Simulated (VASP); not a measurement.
Input:

```
Dy
1.0
    1.78737    -3.09582     0.00000
    1.78737     3.09582     0.00000
    0.00000     0.00000     5.52233
Dy
2
Direct
  0.33333   0.66667   0.25000
  0.66667   0.33333   0.75000
```

All values below come from optB86b-vdW, VASP's PBE PAW potentials (set 64) (plane waves; VASP). Run with 520 eV cut-off, Gaussian smearing of 0.050 eV, potentials Dy_3.

The 4f electrons are frozen in the core of the lanthanide potential, so 4f levels, which can set the real gap, and their magnetism are missing.

Problem. Give the energies of bands 7 to 12 at the high-symmetry points, in eV from the Fermi level.

Solution. 
```json
[
 {"band": "7", "Γ": "-5.18", "M": "-1.94", "K": "-1.00", "A": "-3.50", "L": "-1.98", "H": "-0.61"},
 {"band": "8", "Γ": "-2.22", "M": "-1.50", "K": "-0.72", "A": "-3.50", "L": "-1.98", "H": "-0.61"},
 {"band": "9", "Γ": "1.53", "M": "-1.00", "K": "-0.72", "A": "1.06", "L": "0.04", "H": "-0.41"},
 {"band": "10", "Γ": "1.79", "M": "0.11", "K": "-0.41", "A": "1.06", "L": "0.04", "H": "-0.41"},
 {"band": "11", "Γ": "1.79", "M": "1.42", "K": "1.23", "A": "1.68", "L": "1.79", "H": "0.62"},
 {"band": "12", "Γ": "2.32", "M": "1.72", "K": "1.23", "A": "1.68", "L": "1.79", "H": "0.62"}
]
```

It has no gap at this level: it comes out as a metal or semimetal.

The compound is Dy in the hcp structure. It was relaxed first.
